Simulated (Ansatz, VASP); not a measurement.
# Cross-check of H51C25S10N15O23F10 between VASP and Ansatz, part 2 of 2

Aim: how closely do two programs agree when they are given the same cell, functional and k mesh? The cell is taken from a series of runs on this material, whose earlier steps may have relaxed, scaled, displaced or heated it; both programs get it as it stands.

VASP 6.6.1 and Ansatz 0.2.0.

So far. Step 2 (VASP: single point, PBEsol): The run ends at a pressure of 1.26 GPa, with forces up to 7.0 eV/Å.

## 4. Differences

Known differences besides the potentials themselves: fixed occupations in Ansatz, narrow Gaussian smearing in VASP; the cutoff is 420 eV in Ansatz and 600 eV in VASP (PREC = Accurate, projectors in real space); Ansatz makes its cores anew for this functional, VASP keeps those of its PBE data sets. Total energies have different zeros and are not compared.

The two programs side by side:

| quantity | Ansatz | VASP | difference |
| --- | --- | --- | --- |
| pressure (GPa) | 1.53 | 1.26 | +0.27 |
| gap on the k mesh (eV) | 3.654 | 3.681 | -0.027 |

Forces on 9 of the 134 atoms, those with the largest forces and the largest differences (eV/Å; atoms numbered as in POSCAR):

```
atom          Ansatz x, y, z            VASP x, y, z
  C7    -2.210, 2.049, 3.093    -2.116, 2.053, 3.052
 S92  -2.361, -3.787, -1.323  -2.283, -3.416, -1.510
 S94   -4.418, -1.879, 1.413   -4.428, -1.660, 1.306
 S95   -0.258, -0.174, 0.406    0.061, -0.095, 0.293
 S96   -2.283, 3.817, -5.747   -2.081, 3.596, -5.692
 S98    -0.625, 1.341, 3.592    -0.568, 1.612, 3.740
S101    -5.199, 0.631, 0.105   -5.166, 0.782, -0.127
O102    1.531, 1.618, -2.081    1.365, 1.402, -1.795
F132   0.281, -3.724, -0.166   0.293, -3.801, -0.182
```

The forces differ by 75 meV/Å r.m.s., which is 6.6 % of the r.m.s. force of 1.147 eV/Å (both taken over all components). A gap on the mesh is an upper bound, since the band edges may lie between its points.

## 5. What came out

| Quantity | Value |
| --- | --- |
| r.m.s. force difference (single point, PBEsol) | 6.6 % of the r.m.s. force |

**Reading.** The r.m.s. force difference is 6.6 % of the r.m.s. force (single point, PBEsol), beyond the 3 % picked in this series as the mark of a large difference. What causes the difference of the single point, PBEsol pair stays open here. How closely two codes agree says nothing of how well the functional describes the real material.

[Lines on the potential files, build, host, timing and source positions are cut from VASP's logs without a mark.]

[Logs are printed without paths, hosts, clocks, repeated set-up lines and the standing remarks that a program may print on its own settings, such as how far it seeks lower states.]

[Hosts, paths, dates, database ids (printed as entryN), source tags and the programs' standing remarks are cut or masked in the printed files.]
